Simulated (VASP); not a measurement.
MgTe (wurtzite): the lattice constant c from VASP (plane waves, PAW) at several levels of theory. Static lattice. The measured value holds thermal and zero-point effects that the static calculation lacks.

```json
[
 {"level": "LDA", "lattice constant c (Å)": "7.334", "error against measurement": "-0.8 %"},
 {"level": "PBE", "lattice constant c (Å)": "7.498", "error against measurement": "+1.4 %"},
 {"level": "PBEsol", "lattice constant c (Å)": "7.420", "error against measurement": "+0.3 %"}
]
```

Measured: 7.395 Å (as given by Z. Anorg. Allg. Chem. 266, 289 (1951), by the Crystallography Open Database).

The cell of the LDA run:

MgTe is modelled in the hexagonal space group P6₃mc (No. 186), the wurtzite structure, Pearson symbol hP4. Lattice parameters: a = b = 4.5084 Å, c = 7.3343 Å, α = β = 90.00°, γ = 120.00°. Mg on 2b has 4 Te at 2.756–2.760 Å (tetrahedral). Te on 2b sees 4 Mg at 2.756–2.760 Å (tetrahedral). (Neighbours: up to the widest gap in distance over summed covalent radii, below 1.35, at either atom; cation-cation and far metal-metal contacts left out.)

Only levels that ran to the end are used. Left out are those held back, those with too coarse a band path, GW runs whose mesh misses a band edge, hybrids' fits of cells that aren't cubic and levels without matching references; a question may draw on a part of the rest.

The compound is MgTe in the wurtzite structure.
